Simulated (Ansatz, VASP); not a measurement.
# Ge (Germanium): VASP beside Ansatz, part 2 of 3

One calculation is typed for both programs; each brings its own data sets. How far apart do they land? The structure shown is the start of the Ansatz relaxation below; VASP solves that cell, so the two are compared at the walk's first step.

VASP 6.6.1 and Ansatz 0.2.0.

So far: Starting point; Ansatz: relaxation, r2SCAN.

## Step 3: VASP: single point, r2SCAN, start cell

Level of this step: r2SCAN; plane waves and PAW (Ge_d) (VASP).

The same cell, functional, mesh and smearing now go to VASP, with its own data sets.

Lines of VASP's logs that name or quote its potential files are left out, and so is its time.

INCAR reads:

```
SYSTEM = Ge
PREC = Accurate
ENCUT = 450
EDIFF = 1E-06
NELM = 120
ISMEAR = 0
SIGMA = 0.02
LREAL = .FALSE.
ALGO = Normal
METAGGA = R2SCAN
LASPH = .TRUE.
NBANDS = 20
LORBIT = 11
LWAVE = .FALSE.
LCHARG = .FALSE.
ISIF = 2
ISYM = 2
GGA_COMPAT = .FALSE.
EFERMI = MIDGAP
LMIXTAU = .TRUE.
KPAR = 2
```

POSCAR reads:

```
Ge
1.0
   -0.0286980000      2.8088800000      2.8465910000
    2.8088800000     -0.0286980000      2.8465910000
    2.7801820000      2.7801820000      0.0000000000
Ge
2
Direct
    0.4993578284      0.4993578284      0.5006137562
    0.7506420838      0.7506420838      0.7493295008
```

KPOINTS reads:

```
Points of the shifted mesh
1728
Reciprocal
 0.0416666667  0.0416666667  0.0416666667 1
 0.0416666667  0.0416666667  0.1250000000 1
 0.0416666667  0.0416666667  0.2083333333 1
 0.0416666667  0.0416666667  0.2916666667 1
 0.0416666667  0.0416666667  0.3750000000 1
 0.0416666667  0.0416666667  0.4583333333 1
 0.0416666667  0.0416666667  0.5416666667 1
 0.0416666667  0.0416666667  0.6250000000 1
 0.0416666667  0.0416666667  0.7083333333 1
 0.0416666667  0.0416666667  0.7916666667 1
 0.0416666667  0.0416666667  0.8750000000 1
 0.0416666667  0.0416666667  0.9583333333 1
 0.0416666667  0.1250000000  0.0416666667 1
 0.0416666667  0.1250000000  0.1250000000 1
 0.0416666667  0.1250000000  0.2083333333 1
 0.0416666667  0.1250000000  0.2916666667 1
 0.0416666667  0.1250000000  0.3750000000 1
 0.0416666667  0.1250000000  0.4583333333 1
 0.0416666667  0.1250000000  0.5416666667 1
 0.0416666667  0.1250000000  0.6250000000 1
 0.0416666667  0.1250000000  0.7083333333 1
 0.0416666667  0.1250000000  0.7916666667 1
 0.0416666667  0.1250000000  0.8750000000 1
 0.0416666667  0.1250000000  0.9583333333 1
 0.0416666667  0.2083333333  0.0416666667 1
 0.0416666667  0.2083333333  0.1250000000 1
 0.0416666667  0.2083333333  0.2083333333 1
 0.0416666667  0.2083333333  0.2916666667 1
 0.0416666667  0.2083333333  0.3750000000 1
 0.0416666667  0.2083333333  0.4583333333 1
 0.0416666667  0.2083333333  0.5416666667 1
 0.0416666667  0.2083333333  0.6250000000 1
 0.0416666667  0.2083333333  0.7083333333 1
 0.0416666667  0.2083333333  0.7916666667 1
 0.0416666667  0.2083333333  0.8750000000 1
 0.0416666667  0.2083333333  0.9583333333 1
 0.0416666667  0.2916666667  0.0416666667 1
 0.0416666667  0.2916666667  0.1250000000 1
 0.0416666667  0.2916666667  0.2083333333 1
 0.0416666667  0.2916666667  0.2916666667 1
 0.0416666667  0.2916666667  0.3750000000 1
 0.0416666667  0.2916666667  0.4583333333 1
 0.0416666667  0.2916666667  0.5416666667 1
 0.0416666667  0.2916666667  0.6250000000 1
 0.0416666667  0.2916666667  0.7083333333 1
 0.0416666667  0.2916666667  0.7916666667 1
 0.0416666667  0.2916666667  0.8750000000 1
 0.0416666667  0.2916666667  0.9583333333 1
 0.0416666667  0.3750000000  0.0416666667 1
 0.0416666667  0.3750000000  0.1250000000 1
 0.0416666667  0.3750000000  0.2083333333 1
 0.0416666667  0.3750000000  0.2916666667 1
 0.0416666667  0.3750000000  0.3750000000 1
 0.0416666667  0.3750000000  0.4583333333 1
 0.0416666667  0.3750000000  0.5416666667 1
 0.0416666667  0.3750000000  0.6250000000 1
 0.0416666667  0.3750000000  0.7083333333 1
 0.0416666667  0.3750000000  0.7916666667 1
 0.0416666667  0.3750000000  0.8750000000 1
 0.0416666667  0.3750000000  0.9583333333 1
 0.0416666667  0.4583333333  0.0416666667 1
 0.0416666667  0.4583333333  0.1250000000 1
 0.0416666667  0.4583333333  0.2083333333 1
 0.0416666667  0.4583333333  0.2916666667 1
 0.0416666667  0.4583333333  0.3750000000 1
 0.0416666667  0.4583333333  0.4583333333 1
 0.0416666667  0.4583333333  0.5416666667 1
 0.0416666667  0.4583333333  0.6250000000 1
 0.0416666667  0.4583333333  0.7083333333 1
 0.0416666667  0.4583333333  0.7916666667 1
 0.0416666667  0.4583333333  0.8750000000 1
 0.0416666667  0.4583333333  0.9583333333 1
 0.0416666667  0.5416666667  0.0416666667 1
 0.0416666667  0.5416666667  0.1250000000 1
 0.0416666667  0.5416666667  0.2083333333 1
 0.0416666667  0.5416666667  0.2916666667 1
 0.0416666667  0.5416666667  0.3750000000 1
 0.0416666667  0.5416666667  0.4583333333 1
 0.0416666667  0.5416666667  0.5416666667 1
 0.0416666667  0.5416666667  0.6250000000 1
 0.0416666667  0.5416666667  0.7083333333 1
 0.0416666667  0.5416666667  0.7916666667 1
 0.0416666667  0.5416666667  0.8750000000 1
 0.0416666667  0.5416666667  0.9583333333 1
 0.0416666667  0.6250000000  0.0416666667 1
 0.0416666667  0.6250000000  0.1250000000 1
 0.0416666667  0.6250000000  0.2083333333 1
 0.0416666667  0.6250000000  0.2916666667 1
 0.0416666667  0.6250000000  0.3750000000 1
 0.0416666667  0.6250000000  0.4583333333 1
 0.0416666667  0.6250000000  0.5416666667 1
 0.0416666667  0.6250000000  0.6250000000 1
 0.0416666667  0.6250000000  0.7083333333 1
 0.0416666667  0.6250000000  0.7916666667 1
 0.0416666667  0.6250000000  0.8750000000 1
 0.0416666667  0.6250000000  0.9583333333 1
 0.0416666667  0.7083333333  0.0416666667 1
 0.0416666667  0.7083333333  0.1250000000 1
 0.0416666667  0.7083333333  0.2083333333 1
 0.0416666667  0.7083333333  0.2916666667 1
 0.0416666667  0.7083333333  0.3750000000 1
 0.0416666667  0.7083333333  0.4583333333 1
 0.0416666667  0.7083333333  0.5416666667 1
 0.0416666667  0.7083333333  0.6250000000 1
 0.0416666667  0.7083333333  0.7083333333 1
 0.0416666667  0.7083333333  0.7916666667 1
 0.0416666667  0.7083333333  0.8750000000 1
 0.0416666667  0.7083333333  0.9583333333 1
 0.0416666667  0.7916666667  0.0416666667 1
 0.0416666667  0.7916666667  0.1250000000 1
 0.0416666667  0.7916666667  0.2083333333 1
 0.0416666667  0.7916666667  0.2916666667 1
[... 1390 lines left out ...]
 0.8750000000  0.4583333333  0.1250000000 1
 0.8750000000  0.4583333333  0.2083333333 1
 0.8750000000  0.4583333333  0.2916666667 1
 0.8750000000  0.4583333333  0.3750000000 1
 0.8750000000  0.4583333333  0.4583333333 1
 0.8750000000  0.4583333333  0.5416666667 1
 0.8750000000  0.4583333333  0.6250000000 1
 0.8750000000  0.4583333333  0.7083333333 1
 0.8750000000  0.4583333333  0.7916666667 1
 0.8750000000  0.4583333333  0.8750000000 1
 0.8750000000  0.4583333333  0.9583333333 1
 0.8750000000  0.5416666667  0.0416666667 1
 0.8750000000  0.5416666667  0.1250000000 1
 0.8750000000  0.5416666667  0.2083333333 1
 0.8750000000  0.5416666667  0.2916666667 1
 0.8750000000  0.5416666667  0.3750000000 1
 0.8750000000  0.5416666667  0.4583333333 1
 0.8750000000  0.5416666667  0.5416666667 1
 0.8750000000  0.5416666667  0.6250000000 1
 0.8750000000  0.5416666667  0.7083333333 1
 0.8750000000  0.5416666667  0.7916666667 1
 0.8750000000  0.5416666667  0.8750000000 1
 0.8750000000  0.5416666667  0.9583333333 1
 0.8750000000  0.6250000000  0.0416666667 1
 0.8750000000  0.6250000000  0.1250000000 1
 0.8750000000  0.6250000000  0.2083333333 1
 0.8750000000  0.6250000000  0.2916666667 1
 0.8750000000  0.6250000000  0.3750000000 1
 0.8750000000  0.6250000000  0.4583333333 1
 0.8750000000  0.6250000000  0.5416666667 1
 0.8750000000  0.6250000000  0.6250000000 1
 0.8750000000  0.6250000000  0.7083333333 1
 0.8750000000  0.6250000000  0.7916666667 1
 0.8750000000  0.6250000000  0.8750000000 1
 0.8750000000  0.6250000000  0.9583333333 1
 0.8750000000  0.7083333333  0.0416666667 1
 0.8750000000  0.7083333333  0.1250000000 1
 0.8750000000  0.7083333333  0.2083333333 1
 0.8750000000  0.7083333333  0.2916666667 1
 0.8750000000  0.7083333333  0.3750000000 1
 0.8750000000  0.7083333333  0.4583333333 1
 0.8750000000  0.7083333333  0.5416666667 1
 0.8750000000  0.7083333333  0.6250000000 1
 0.8750000000  0.7083333333  0.7083333333 1
 0.8750000000  0.7083333333  0.7916666667 1
 0.8750000000  0.7083333333  0.8750000000 1
 0.8750000000  0.7083333333  0.9583333333 1
 0.8750000000  0.7916666667  0.0416666667 1
 0.8750000000  0.7916666667  0.1250000000 1
 0.8750000000  0.7916666667  0.2083333333 1
 0.8750000000  0.7916666667  0.2916666667 1
 0.8750000000  0.7916666667  0.3750000000 1
 0.8750000000  0.7916666667  0.4583333333 1
 0.8750000000  0.7916666667  0.5416666667 1
 0.8750000000  0.7916666667  0.6250000000 1
 0.8750000000  0.7916666667  0.7083333333 1
 0.8750000000  0.7916666667  0.7916666667 1
 0.8750000000  0.7916666667  0.8750000000 1
 0.8750000000  0.7916666667  0.9583333333 1
 0.8750000000  0.8750000000  0.0416666667 1
 0.8750000000  0.8750000000  0.1250000000 1
 0.8750000000  0.8750000000  0.2083333333 1
 0.8750000000  0.8750000000  0.2916666667 1
 0.8750000000  0.8750000000  0.3750000000 1
 0.8750000000  0.8750000000  0.4583333333 1
 0.8750000000  0.8750000000  0.5416666667 1
 0.8750000000  0.8750000000  0.6250000000 1
 0.8750000000  0.8750000000  0.7083333333 1
 0.8750000000  0.8750000000  0.7916666667 1
 0.8750000000  0.8750000000  0.8750000000 1
 0.8750000000  0.8750000000  0.9583333333 1
 0.8750000000  0.9583333333  0.0416666667 1
 0.8750000000  0.9583333333  0.1250000000 1
 0.8750000000  0.9583333333  0.2083333333 1
 0.8750000000  0.9583333333  0.2916666667 1
 0.8750000000  0.9583333333  0.3750000000 1
 0.8750000000  0.9583333333  0.4583333333 1
 0.8750000000  0.9583333333  0.5416666667 1
 0.8750000000  0.9583333333  0.6250000000 1
 0.8750000000  0.9583333333  0.7083333333 1
 0.8750000000  0.9583333333  0.7916666667 1
 0.8750000000  0.9583333333  0.8750000000 1
 0.8750000000  0.9583333333  0.9583333333 1
 0.9583333333  0.0416666667  0.0416666667 1
 0.9583333333  0.0416666667  0.1250000000 1
 0.9583333333  0.0416666667  0.2083333333 1
 0.9583333333  0.0416666667  0.2916666667 1
 0.9583333333  0.0416666667  0.3750000000 1
 0.9583333333  0.0416666667  0.4583333333 1
 0.9583333333  0.0416666667  0.5416666667 1
 0.9583333333  0.0416666667  0.6250000000 1
 0.9583333333  0.0416666667  0.7083333333 1
 0.9583333333  0.0416666667  0.7916666667 1
 0.9583333333  0.0416666667  0.8750000000 1
 0.9583333333  0.0416666667  0.9583333333 1
 0.9583333333  0.1250000000  0.0416666667 1
 0.9583333333  0.1250000000  0.1250000000 1
 0.9583333333  0.1250000000  0.2083333333 1
 0.9583333333  0.1250000000  0.2916666667 1
 0.9583333333  0.1250000000  0.3750000000 1
 0.9583333333  0.1250000000  0.4583333333 1
 0.9583333333  0.1250000000  0.5416666667 1
 0.9583333333  0.1250000000  0.6250000000 1
 0.9583333333  0.1250000000  0.7083333333 1
 0.9583333333  0.1250000000  0.7916666667 1
 0.9583333333  0.1250000000  0.8750000000 1
 0.9583333333  0.1250000000  0.9583333333 1
 0.9583333333  0.2083333333  0.0416666667 1
 0.9583333333  0.2083333333  0.1250000000 1
 0.9583333333  0.2083333333  0.2083333333 1
 0.9583333333  0.2083333333  0.2916666667 1
 0.9583333333  0.2083333333  0.3750000000 1
 0.9583333333  0.2083333333  0.4583333333 1
 0.9583333333  0.2083333333  0.5416666667 1
 0.9583333333  0.2083333333  0.6250000000 1
 0.9583333333  0.2083333333  0.7083333333 1
 0.9583333333  0.2083333333  0.7916666667 1
 0.9583333333  0.2083333333  0.8750000000 1
 0.9583333333  0.2083333333  0.9583333333 1
 0.9583333333  0.2916666667  0.0416666667 1
 0.9583333333  0.2916666667  0.1250000000 1
 0.9583333333  0.2916666667  0.2083333333 1
 0.9583333333  0.2916666667  0.2916666667 1
 0.9583333333  0.2916666667  0.3750000000 1
 0.9583333333  0.2916666667  0.4583333333 1
 0.9583333333  0.2916666667  0.5416666667 1
 0.9583333333  0.2916666667  0.6250000000 1
 0.9583333333  0.2916666667  0.7083333333 1
 0.9583333333  0.2916666667  0.7916666667 1
 0.9583333333  0.2916666667  0.8750000000 1
 0.9583333333  0.2916666667  0.9583333333 1
 0.9583333333  0.3750000000  0.0416666667 1
 0.9583333333  0.3750000000  0.1250000000 1
 0.9583333333  0.3750000000  0.2083333333 1
 0.9583333333  0.3750000000  0.2916666667 1
 0.9583333333  0.3750000000  0.3750000000 1
 0.9583333333  0.3750000000  0.4583333333 1
 0.9583333333  0.3750000000  0.5416666667 1
 0.9583333333  0.3750000000  0.6250000000 1
 0.9583333333  0.3750000000  0.7083333333 1
 0.9583333333  0.3750000000  0.7916666667 1
 0.9583333333  0.3750000000  0.8750000000 1
 0.9583333333  0.3750000000  0.9583333333 1
 0.9583333333  0.4583333333  0.0416666667 1
 0.9583333333  0.4583333333  0.1250000000 1
 0.9583333333  0.4583333333  0.2083333333 1
 0.9583333333  0.4583333333  0.2916666667 1
 0.9583333333  0.4583333333  0.3750000000 1
 0.9583333333  0.4583333333  0.4583333333 1
 0.9583333333  0.4583333333  0.5416666667 1
 0.9583333333  0.4583333333  0.6250000000 1
 0.9583333333  0.4583333333  0.7083333333 1
 0.9583333333  0.4583333333  0.7916666667 1
 0.9583333333  0.4583333333  0.8750000000 1
 0.9583333333  0.4583333333  0.9583333333 1
 0.9583333333  0.5416666667  0.0416666667 1
 0.9583333333  0.5416666667  0.1250000000 1
 0.9583333333  0.5416666667  0.2083333333 1
 0.9583333333  0.5416666667  0.2916666667 1
 0.9583333333  0.5416666667  0.3750000000 1
 0.9583333333  0.5416666667  0.4583333333 1
 0.9583333333  0.5416666667  0.5416666667 1
 0.9583333333  0.5416666667  0.6250000000 1
 0.9583333333  0.5416666667  0.7083333333 1
 0.9583333333  0.5416666667  0.7916666667 1
 0.9583333333  0.5416666667  0.8750000000 1
 0.9583333333  0.5416666667  0.9583333333 1
 0.9583333333  0.6250000000  0.0416666667 1
 0.9583333333  0.6250000000  0.1250000000 1
 0.9583333333  0.6250000000  0.2083333333 1
 0.9583333333  0.6250000000  0.2916666667 1
 0.9583333333  0.6250000000  0.3750000000 1
 0.9583333333  0.6250000000  0.4583333333 1
 0.9583333333  0.6250000000  0.5416666667 1
 0.9583333333  0.6250000000  0.6250000000 1
 0.9583333333  0.6250000000  0.7083333333 1
 0.9583333333  0.6250000000  0.7916666667 1
 0.9583333333  0.6250000000  0.8750000000 1
 0.9583333333  0.6250000000  0.9583333333 1
 0.9583333333  0.7083333333  0.0416666667 1
 0.9583333333  0.7083333333  0.1250000000 1
 0.9583333333  0.7083333333  0.2083333333 1
 0.9583333333  0.7083333333  0.2916666667 1
 0.9583333333  0.7083333333  0.3750000000 1
 0.9583333333  0.7083333333  0.4583333333 1
 0.9583333333  0.7083333333  0.5416666667 1
 0.9583333333  0.7083333333  0.6250000000 1
 0.9583333333  0.7083333333  0.7083333333 1
 0.9583333333  0.7083333333  0.7916666667 1
 0.9583333333  0.7083333333  0.8750000000 1
 0.9583333333  0.7083333333  0.9583333333 1
 0.9583333333  0.7916666667  0.0416666667 1
 0.9583333333  0.7916666667  0.1250000000 1
 0.9583333333  0.7916666667  0.2083333333 1
 0.9583333333  0.7916666667  0.2916666667 1
 0.9583333333  0.7916666667  0.3750000000 1
 0.9583333333  0.7916666667  0.4583333333 1
 0.9583333333  0.7916666667  0.5416666667 1
 0.9583333333  0.7916666667  0.6250000000 1
 0.9583333333  0.7916666667  0.7083333333 1
 0.9583333333  0.7916666667  0.7916666667 1
 0.9583333333  0.7916666667  0.8750000000 1
 0.9583333333  0.7916666667  0.9583333333 1
 0.9583333333  0.8750000000  0.0416666667 1
 0.9583333333  0.8750000000  0.1250000000 1
 0.9583333333  0.8750000000  0.2083333333 1
 0.9583333333  0.8750000000  0.2916666667 1
 0.9583333333  0.8750000000  0.3750000000 1
 0.9583333333  0.8750000000  0.4583333333 1
 0.9583333333  0.8750000000  0.5416666667 1
 0.9583333333  0.8750000000  0.6250000000 1
 0.9583333333  0.8750000000  0.7083333333 1
 0.9583333333  0.8750000000  0.7916666667 1
 0.9583333333  0.8750000000  0.8750000000 1
 0.9583333333  0.8750000000  0.9583333333 1
 0.9583333333  0.9583333333  0.0416666667 1
 0.9583333333  0.9583333333  0.1250000000 1
 0.9583333333  0.9583333333  0.2083333333 1
 0.9583333333  0.9583333333  0.2916666667 1
 0.9583333333  0.9583333333  0.3750000000 1
 0.9583333333  0.9583333333  0.4583333333 1
 0.9583333333  0.9583333333  0.5416666667 1
 0.9583333333  0.9583333333  0.6250000000 1
 0.9583333333  0.9583333333  0.7083333333 1
 0.9583333333  0.9583333333  0.7916666667 1
 0.9583333333  0.9583333333  0.8750000000 1
 0.9583333333  0.9583333333  0.9583333333 1
```

PAW data sets: Ge_d (PBE family, release 64).

The run is started by

```sh
$ mpirun -np 2 vasp_std
```

The log of the run:

```text
[banner, memory and clock lines left out]
running    2 mpi-ranks, on    1 nodes
 distrk:  each k-point on    1 cores,    2 groups
 distr:  one band on    1 cores,    1 groups

 POSCAR found type information on POSCAR Ge
 POSCAR found :  1 types and       2 ions
|                                                                             |
|               ----> ADVICE to this user running VASP <----                  |
|                                                                             |
|     You enforced a specific xc type in the INCAR file but a different       |
|     [... a line on the potential file left out ...]
|     I HOPE YOU KNOW WHAT YOU ARE DOING!                                     |
|                                                                             |

 LDA part: xc-table for (None), standard interpolation
 POSCAR, INCAR and KPOINTS ok, starting setup
 FFT: planning ... GRIDC
 FFT: planning ... GRID_SOFT
 FFT: planning ... GRID
 WAVECAR not read
 entering main loop
       N       E                     dE             d eps       ncg     rms          rms(c)
DAV:   1     0.160559132304E+03    0.16056E+03   -0.14276E+04 74480   0.366E+03
DAV:   2    -0.533898829252E+01   -0.16590E+03   -0.16150E+03 69316   0.577E+02
DAV:   3    -0.296519620178E+02   -0.24313E+02   -0.24159E+02 77900   0.143E+02
DAV:   4    -0.304145380854E+02   -0.76258E+00   -0.76215E+00 77760   0.301E+01
DAV:   5    -0.304272944744E+02   -0.12756E-01   -0.12756E-01 77632   0.422E+00    0.340E+00
DAV:   6    -0.277322875650E+02    0.26950E+01   -0.35538E-01 75640   0.104E+01    0.197E+00
DAV:   7    -0.279408829577E+02   -0.20860E+00   -0.32366E-01 91500   0.835E+00    0.325E-01
DAV:   8    -0.277384802134E+02    0.20240E+00   -0.12731E-01 74300   0.479E+00    0.129E-01
DAV:   9    -0.277276245226E+02    0.10856E-01   -0.42502E-03 77516   0.687E-01    0.115E-01
DAV:  10    -0.277278762888E+02   -0.25177E-03   -0.24521E-03 87808   0.862E-01    0.508E-02
DAV:  11    -0.277298544876E+02   -0.19782E-02   -0.38649E-03 69972   0.610E-01    0.219E-02
DAV:  12    -0.277310353968E+02   -0.11809E-02   -0.25678E-04 73032   0.179E-01    0.158E-02
DAV:  13    -0.277311366707E+02   -0.10127E-03   -0.39219E-05 76660   0.536E-02    0.121E-02
DAV:  14    -0.277313286145E+02   -0.19194E-03   -0.23567E-05 70396   0.472E-02    0.421E-03
DAV:  15    -0.277313860198E+02   -0.57405E-04   -0.20788E-05 70172   0.573E-02    0.287E-03
DAV:  16    -0.277313875197E+02   -0.14998E-05   -0.13368E-06 63620   0.152E-02    0.178E-03
DAV:  17    -0.277313875925E+02   -0.72808E-07   -0.78564E-07 58244   0.723E-03
   1 F= -.27731388E+02 E0= -.27731388E+02  d E =-.112223E-57
```

[end of part 2 of 3]

[Lines on the potential files, build, host, timing and source positions are cut from VASP's logs without a mark.]

[Logs are printed without paths, hosts, clocks, repeated set-up lines and the standing remarks that a program may print on its own settings, such as how far it seeks lower states.]

[Hosts, paths, dates, database ids (printed as entryN), source tags and the programs' standing remarks are cut or masked in the printed files.]
